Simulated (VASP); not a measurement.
The system is Ag3F.

```xyz
4
Lattice="0.0000 3.2161 3.2161 3.2161 0.0000 3.2161 3.2161 3.2161 0.0000" Properties=species:S:1:pos:R:3 pbc="T T T"
Ag    1.6080    1.6080    1.6080
Ag    4.8241    4.8241    4.8241
Ag    3.2161    3.2161    3.2161
F     0.0000    0.0000    0.0000
```

The cell was built by a generator and needn't be a form met in nature.

- Program: VASP 6.6.1
- Task: relaxation of cell and atoms
- Functional: BLYP
- Dispersion: D4
- Potentials or basis: VASP PAW PBE potentials, release 64 (Ag, F)
- Cutoff: 600 eV
- k mesh: 5 × 5 × 5
- Occupations: fermi-dirac, width 0.05 eV
- Spin: no spin polarisation

At the start: pressure -2.1 GPa; volume 16.63 Å³/atom.

Question: How do energy, volume and symmetry change on relaxing?

Answer: Over 3 steps the energy falls by 2.6 meV/atom and the volume is 16.23 Å³/atom (-2.4 %); space group Fm-3m (No. 225, to 0.05 Å).

Step by step:
| step | energy change (eV) | largest force (eV/Å) | pressure (GPa) | volume (Å³) |
| --- | --- | --- | --- | --- |
| 1 | 0.0000 | 0.0000 | -2.06 | 66.53 |
| 2 | -0.0098 | 0.0000 | 0.59 | 64.49 |
| 3 | -0.0106 | 0.0000 | -0.01 | 64.92 |

Final structure:
```
CELL_PARAMETERS angstrom
0.00000 3.18991 3.18991
3.18991 0.00000 3.18991
3.18991 3.18991 0.00000
ATOMIC_POSITIONS crystal
Ag 0.25000 0.25000 0.25000
Ag 0.75000 0.75000 0.75000
Ag 0.50000 0.50000 0.50000
F 0.00000 0.00000 0.00000
```

Caveat: the PAW data sets were made with another functional, which shifts forces and pressure a little; pairwise dispersion overbinds metals, which lowers pressure and volume.
